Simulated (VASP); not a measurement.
All values below come from PBEsol GGA, VASP's PBE PAW potentials (set 64) (plane waves; VASP 6.6.1).

VASP input:

File KPOINTS:
```
kpoints
0
Gamma
 5 5 7
0 0 0
```

### INCAR
```
ALGO=Normal
EDIFF=1E-6
EDIFFG=-0.02
ENCUT=620
GGA=PS
IBRION=2
ISIF=3
ISMEAR=0
LASPH=.True.
LCHARG=.False.
LMAXMIX=4
LREAL=.False.
LWAVE=.False.
NELM=100
NSW=40
PREC=Accurate
PSTRESS=100
SIGMA=0.05
SYSTEM=SnO2
```

POSCAR:
```
SnO2
1
    4.6808557625    -0.0000000000     0.0000000000
   -0.0000000000     4.6808557625     0.0000000000
    0.0000000000     0.0000000000     3.1856298362
Sn O
2 4
Direct
  0.0000000000   0.0000000000   0.0000000000
  0.5000000000   0.5000000000   0.5000000000
  0.3053953863   0.3053953863   0.0000000000
  0.8053953863   0.1946046137   0.5000000000
  0.1946046137   0.8053953863   0.5000000000
  0.6946046137   0.6946046137   1.0000000000
```

POTCAR, in this order: Sn_d O (PBE.64 set). Program: vasp_std.

What VASP printed:

**OUTCAR**
```
 ion  position               nearest neighbor table
   1  0.000  0.000  0.000-   3 2.02   6 2.02   5 2.05   4 2.05   4 2.05   5 2.05   2 3.67   2 3.67
                             2 3.67   2 3.67   2 3.67   2 3.67   2 3.67   2 3.67
   2  0.500  0.500  0.500-   4 2.02   5 2.02   3 2.05   6 2.05   3 2.05   6 2.05   1 3.67   1 3.67
                             1 3.67   1 3.67   1 3.67   1 3.67   1 3.67   1 3.67
   3  0.305  0.305  0.000-   1 2.02   2 2.05   2 2.05
   4  0.805  0.195  0.500-   2 2.02   1 2.05   1 2.05
   5  0.195  0.805  0.500-   2 2.02   1 2.05   1 2.05
   6  0.695  0.695  0.000-   1 2.02   2 2.05   2 2.05
  LATTYP: Found a simple tetragonal cell.
 ALAT       =     4.6808557625
 C/A-ratio  =     0.6805656909
 Subroutine PRICEL returns:
 Original cell was already a primitive cell.
 Subroutine GETGRP returns: Found 16 space group operations
The static configuration has the point symmetry D_2h.
 The point group associated with its full space group is D_4h.
The dynamic configuration has the point symmetry D_2h.
 Subroutine INISYM returns: Found 16 space group operations
 Subroutine IBZKPT returns following result:
 Found     24 irreducible k-points:

 Following reciprocal coordinates:
            Coordinates               Weight
  0.000000  0.000000  0.000000      1.000000
  0.200000  0.000000  0.000000      4.000000
  0.400000  0.000000  0.000000      4.000000
  0.200000  0.200000  0.000000      4.000000
  0.400000  0.200000  0.000000      8.000000
  0.400000  0.400000  0.000000      4.000000
  0.000000  0.000000  0.142857      2.000000
  0.200000  0.000000  0.142857      8.000000
  0.400000  0.000000  0.142857      8.000000
  0.200000  0.200000  0.142857      8.000000
  0.400000  0.200000  0.142857     16.000000
  0.400000  0.400000  0.142857      8.000000
  0.000000  0.000000  0.285714      2.000000
  0.200000  0.000000  0.285714      8.000000
  0.400000  0.000000  0.285714      8.000000
  0.200000  0.200000  0.285714      8.000000
...
```

File OSZICAR:
```
       N       E                     dE             d eps       ncg     rms          rms(c)
DAV:   1     0.688272457933E+03    0.68827E+03   -0.29141E+04  1628   0.293E+03
DAV:   2     0.634974021583E+02   -0.62478E+03   -0.60305E+03  1649   0.730E+02
DAV:   3    -0.393984831473E+02   -0.10290E+03   -0.10100E+03  1698   0.238E+02
DAV:   4    -0.449962347522E+02   -0.55978E+01   -0.55674E+01  1793   0.594E+01
DAV:   5    -0.451467747604E+02   -0.15054E+00   -0.15047E+00  1812   0.102E+01    0.153E+01
DAV:   6    -0.395620536020E+02    0.55847E+01   -0.21315E+01  2418   0.691E+01    0.599E+00
DAV:   7    -0.396245356439E+02   -0.62482E-01   -0.18512E+00  1642   0.819E+00    0.329E+00
DAV:   8    -0.395828298703E+02    0.41706E-01   -0.24536E-01  2130   0.523E+00    0.680E-01
DAV:   9    -0.395702906700E+02    0.12539E-01   -0.68989E-02  2340   0.407E+00    0.151E-01
DAV:  10    -0.395706091680E+02   -0.31850E-03   -0.43555E-03  2074   0.578E-01    0.499E-02
DAV:  11    -0.395706645189E+02   -0.55351E-04   -0.20563E-04  2018   0.115E-01    0.151E-02
DAV:  12    -0.395706671746E+02   -0.26558E-05   -0.14466E-05  2276   0.415E-02    0.112E-02
DAV:  13    -0.395706644813E+02    0.26933E-05   -0.12903E-05  1893   0.509E-02    0.248E-03
DAV:  14    -0.395706644009E+02    0.80419E-07   -0.90497E-07  1080   0.122E-02
   1 F= -.35214189E+02 E0= -.35214189E+02  d E =-.352142E+02
       N       E                     dE             d eps       ncg     rms          rms(c)
DAV:   1    -0.395770493209E+02   -0.63848E-02   -0.57114E-02  1794   0.267E+00    0.182E-01
DAV:   2    -0.395765937648E+02    0.45556E-03   -0.22676E-03  2166   0.525E-01    0.778E-02
DAV:   3    -0.395764546353E+02    0.13913E-03   -0.31194E-04  2185   0.348E-01    0.220E-02
DAV:   4    -0.395764410693E+02    0.13566E-04   -0.61068E-05  2367   0.127E-01    0.828E-03
DAV:   5    -0.395764398378E+02    0.12315E-05   -0.14884E-05  1769   0.307E-02    0.251E-03
DAV:   6    -0.395764389018E+02    0.93601E-06   -0.58784E-07  1052   0.919E-03
   2 F= -.35214279E+02 E0= -.35214279E+02  d E =-.902774E-04
```

**OUTCAR**
```
------------------------ aborting loop because EDIFF is reached ----------------------------------------
  FORCE on cell =-STRESS in cart. coord.  units (eV):
  Direction    XX          YY          ZZ          XY          YZ          ZX
  --------------------------------------------------------------------------------------
  Total        4.2628965      4.2628965      4.2940871      0.0000000      0.0000000      0.0000000
  in kB       97.7244542     97.7244542     98.4394804      0.0000000      0.0000000      0.0000000
  external PRESSURE =      -2.0372038 kB  Pullay stress =     100.0000000 kB
  volume of cell :       69.89
      direct lattice vectors                 reciprocal lattice vectors
     4.681626724  0.000000000  0.000000000     0.213600968  0.000000000  0.000000000
     0.000000000  4.681626724  0.000000000    -0.000000000  0.213600968  0.000000000
     0.000000000  0.000000000  3.188735879     0.000000000  0.000000000  0.313603898
 POSITION                                       TOTAL-FORCE (eV/Angst)
 -----------------------------------------------------------------------------------
      0.00000      4.68163      3.18874        -0.000000      0.000000      0.000000
      2.34081      2.34081      1.59437        -0.000000      0.000000      0.000000
      1.43071      1.43071      0.00000         0.001214      0.001214      0.000000
      3.77152      0.91011      1.59437         0.001214     -0.001214      0.000000
      0.91011      3.77152      1.59437        -0.001214      0.001214      0.000000
      3.25092      3.25092      3.18874        -0.001214     -0.001214      0.000000
 -----------------------------------------------------------------------------------
    total drift:                                0.000000     -0.000000     -0.000000
  FREE ENERGIE OF THE ION-ELECTRON SYSTEM (eV)
  ---------------------------------------------------
  free  energy   TOTEN  =       -39.5764389018 eV

  energy  without entropy=      -39.5764389018  energy(sigma->0) =      -39.57643890
  enthalpy is  TOTEN    =       -35.2142794839 eV   P V=        4.3621594179

 reached required accuracy - stopping structural energy minimisation
```
(Selected blocks of OUTCAR.)

CONTCAR:
```
SnO2
   1.00000000000000
     4.6816267244757297    0.0000000000000000    0.0000000000000000
     0.0000000000000000    4.6816267244757297    0.0000000000000000
     0.0000000000000000    0.0000000000000000    3.1887358787587687
  Sn              O
     2     4
Direct
     0.0000000000000000    1.0000000000000000    1.0000000000000000
     0.5000000000000000    0.5000000000000000    0.5000000000000000
     0.3056006711523023    0.3056006711523023    0.0000000000000000
     0.8056006711523024    0.1943993288476977    0.5000000000000000
     0.1943993288476977    0.8056006711523024    0.5000000000000000
     0.6943993288476976    0.6943993288476976    1.0000000000000000
```

### OUTCAR
```
 val. band max:        6.2983076798   @ k =   0.0000   0.0000   0.0000

 cond. band min:       7.6804482029   @ k =   0.0000   0.0000   0.0000


 Fermi energy:         6.5541005797

 k-point     1 :       0.0000    0.0000    0.0000
  band No.  band energies     occupation
      1     -14.7806      2.00000
      2     -13.9062      2.00000
      3     -13.6153      2.00000
      4     -13.5895      2.00000
      5     -13.5895      2.00000
      6     -13.5607      2.00000
      7     -13.4511      2.00000
      8     -13.3471      2.00000
      9     -13.3071      2.00000
     10     -13.3071      2.00000
     11     -12.7013      2.00000
     12     -10.7995      2.00000
     13     -10.7995      2.00000
     14      -8.7543      2.00000
     15      -2.0054      2.00000
     16       2.1116      2.00000
     17       2.1116      2.00000
     18       2.1434      2.00000
     19       3.0304      2.00000
     20       4.2283      2.00000
     21       4.4270      2.00000
     22       5.0290      2.00000
     23       5.0290      2.00000
     24       5.4946      2.00000
     25       5.4946      2.00000
     26       6.2983      2.00000
     27       7.6804      0.00000
     28      12.4708      0.00000
     29      12.4891      0.00000
     30      12.4891      0.00000
     31      16.6476      0.00000

 k-point     2 :       0.2000    0.0000    0.0000
  band No.  band energies     occupation
      1     -14.7135      2.00000
      2     -13.9825      2.00000
      3     -13.6170      2.00000
      4     -13.6115      2.00000
      5     -13.5863      2.00000
      6     -13.5861      2.00000
      7     -13.4398      2.00000
      8     -13.3554      2.00000
      9     -13.3111      2.00000
     10     -13.3109      2.00000
     11     -12.5888      2.00000
     12     -11.0731      2.00000
     13     -10.5274      2.00000
     14      -8.8603      2.00000
     15      -1.7433      2.00000
     16       1.4569      2.00000
     17       2.3064      2.00000
...
```

Unless said otherwise, spin-orbit coupling is left out, though it shifts the bands of the heavy elements here.

The compound is SnO2 in the rutile structure. This run relaxes it under an external pressure of 10 GPa. Symmetry was kept, so distortions that lower it aren't found.
